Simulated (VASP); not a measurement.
An input for Ansatz (written as the equivalent of a VASP run, and not itself run):

Ansatz 0.2 input:
```yaml
crystal:
  lattice:
    - [0.0000000, 2.5986990, 2.5986990]
    - [2.5986990, 0.0000000, 2.5986990]
    - [2.5986990, 2.5986990, 0.0000000]
  atoms:
    - { symbol: Be, position: [0.0000000, 0.0000000, 0.0000000] }
    - { symbol: Se, position: [0.2500000, 0.2500000, 0.2500000] }
kpoints:
  mp_grid: { grid: [6, 6, 6] }
hamiltonian:
  xc: pbe
  pseudopotentials: { kind: paw }
scf:
  occupations: { method: gaussian, width: 0.01 }
  max_iter: 100
output: { forces: true, stress: true, eigenvalues: true }
```

Question: Translate this input to VASP (INCAR, KPOINTS, POSCAR, choice of POTCAR).

Answer: One answer among several that fit: 
INCAR:
```
SYSTEM  =  BeSe
PREC  =  Accurate; ENCUT  =  300; LREAL  =  .FALSE.
LASPH  =  .TRUE.
EDIFF  =  1E-6; NELM  =  100; ALGO  =  Normal
LMAXMIX  =  4
ISMEAR  =  0; SIGMA  =  0.01
GGA  =  PE
ISIF  =  2
LWAVE  =  .FALSE.; LCHARG  =  .FALSE.
```

POSCAR:
```
BeSe
1.0
  0.0000000000   2.5986990000   2.5986990000
  2.5986990000   0.0000000000   2.5986990000
  2.5986990000   2.5986990000   0.0000000000
Be Se
1 1
Cartesian
  0.0000000000   0.0000000000   0.0000000000
  1.2993495000   1.2993495000   1.2993495000
```

KPOINTS:
```
Automatic mesh
0
Gamma
6 6 6
0 0 0
```

POTCAR, in this order: Be Se (PBE.64 set). Program: vasp_std.

The two are equivalent in intent, not identical: each code has its own PAW files, so the cut-off isn't converted (ENCUT is set for VASP's; basis.ecutwfc is left out, and Ansatz then takes the one that its files recommend); Ansatz stops its SCF on the density residual and VASP on the energy change (EDIFF).

The structure comes from a computed database's BeSe entry; how it stands against other phases isn't given here. The cell was not relaxed at this level. The run is one of a series of settings (KPOINTS 6×6×6 Γ-centred mesh against the base run), some of them coarse on purpose.
